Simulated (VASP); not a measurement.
## SnO (relaxed from the wurtzite structure, space group P6_3mc): computed properties

Method: PBE GGA, VASP's PBE PAW potentials (set 64) (plane waves; VASP 6.6.1).

```
Quantity                                                                                             Value
---------------------------------------------  -----------------------------------------------------------
space group                                                                                   P6_3mc (186)
cell                                           a = b = 3.8529 Å, c = 6.4373 Å, α = β = 90.00°, γ = 120.00°
volume per atom                                                                              20.69 Å³/atom
band gap (over mesh and band path)                                                                 0.98 eV
smallest direct gap (over mesh and band path)                                                      1.19 eV
band-edge character                                                             indirect, K-Γ at 0.22 to M
density                                                                                         5.41 g/cm³
```

```
SnO
1.0
    3.85286     0.00000     0.00000
   -1.92643     3.33667     0.00000
    0.00000     0.00000     6.43728
Sn O
2 2
Cartesian
  0.00000   2.22445   0.01717
  1.92643   1.11222   3.23581
  0.00000   2.22445   2.39681
  1.92643   1.11222   5.61545
```

Unless said otherwise, spin-orbit coupling is left out, though it shifts the bands of the heavy elements here.

The structure was generated: SnO was put into the wurtzite type (P6_3mc), which need not be its known phase. It was relaxed first, which changed the volume by +56 %. Symmetry was kept, so distortions that lower it aren't found.
